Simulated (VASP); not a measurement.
A VASP calculation is set up with these files.

File POSCAR:
```
HgTe
1
    0.0000000000     3.2961833284     3.2961833284
    3.2961833284     0.0000000000     3.2961833284
    3.2961833284     3.2961833284     0.0000000000
Hg Te
1 1
Direct
  0.0000000000   0.0000000000   0.0000000000
  0.2500000000   0.2500000000   0.2500000000
```

INCAR:
```
# general
SYSTEM   =  HgTe
PREC     =  Accurate
ENCUT    =  520
LREAL    =  .FALSE.   # projection in real space or not
LASPH    =  .TRUE.

# electronic loop
EDIFF    =  1E-7
NELM     =  100
ALGO     =  Normal   # blocked Davidson
LMAXMIX  =  6

# smearing
ISMEAR   =  1   # Methfessel-Paxton
SIGMA    =  0.1

# functional
GGA      =  RE

# ions
ISIF     =  2

# output
LWAVE    =  .FALSE.
LCHARG   =  .FALSE.
```

**KPOINTS**
```
Regular mesh
0
Gamma
  9 9 9
0 0 0
```

POTCAR, in this order: Hg Te (PBE.64 set). Program: vasp_std.

Task: Write an equivalent input for Quantum ESPRESSO's pw.x.

Result: One equivalent input (not run):
```
&CONTROL
  calculation = 'scf'
  pseudo_dir = './pseudo'
  outdir = './out'
  tprnfor = .true.
  tstress = .true.
/
&SYSTEM
  ibrav = 0
  nat = 2
  ntyp = 2
  ecutwfc = 82.3
  occupations = 'smearing'
  smearing = 'methfessel-paxton'
  degauss = 0.00735
  input_dft = 'revpbe'
/
&ELECTRONS
  conv_thr = 7.3e-09
  electron_maxstep = 100
/
ATOMIC_SPECIES
  Hg 200.592 Hg.upf
  Te 127.600 Te.upf
CELL_PARAMETERS angstrom
     0.0000000    3.2961833    3.2961833
     3.2961833    0.0000000    3.2961833
     3.2961833    3.2961833    0.0000000
ATOMIC_POSITIONS crystal
  Hg   0.0000000  0.0000000  0.0000000
  Te   0.2500000  0.2500000  0.2500000
K_POINTS automatic
  9 9 9 0 0 0
```
What does not carry over: the potentials are each code's own (VASP's PAW set, PseudoDojo norm-conserving files in pw.x), so ENCUT and ecutwfc are chosen apart and not converted; conv_thr bounds pw.x's estimated SCF error, while EDIFF bounds the energy change between steps.

The compound is HgTe in the zinc blende structure. This cell is one point of a volume scan, at 0.94 of the reference volume.
